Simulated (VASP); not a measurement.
A run of VASP 6.6.1 is set up as follows.

File INCAR:

```
SYSTEM = Si2Ag
PREC = Accurate
ENCUT = 520
EDIFF = 1E-7
ISMEAR = -1
SIGMA = 0.1
LREAL = .FALSE.
LASPH = .TRUE.
NELM = 80
ALGO = Normal
ISIF = 2
LWAVE = .FALSE.
LCHARG = .FALSE.
GGA = PE
NBANDS = 16
```

The input KPOINTS:

```
Automatic mesh
0
G
  6 6 3
  0 0 0
```

POSCAR

```
Si2Ag
1.0
    2.9036440000      0.0000000000      0.0000000000
    0.0000000000      2.9036440000      0.0000000000
    0.0000000000      0.0000000000      5.9909460000
Si Ag
2 1
Direct
    0.5000000000      0.5000000000      0.2950000000
    0.5000000000      0.5000000000      0.7050000000
    0.0000000000      0.0000000000      0.0000000000
```

Potentials or basis: VASP PAW PBE potentials, release 64 (Si, Ag).

Run with:

```console
$ cat potpaw_PBE.64/Si/POTCAR potpaw_PBE.64/Ag/POTCAR > POTCAR
$ mpirun -np 1 vasp_std > vasp.out
```

(1) What does it give for the band gap on the k mesh?

(2) What does it give for the pressure?

(3) Predict the largest force.

## Answers

(1) none (metal or under the smearing width).

(2) 6.1 GPa.

(3) 0.985 eV/Å.

Caveat: the k mesh is coarse (spacing up to 0.36 Å⁻¹), so the values aren't converged.
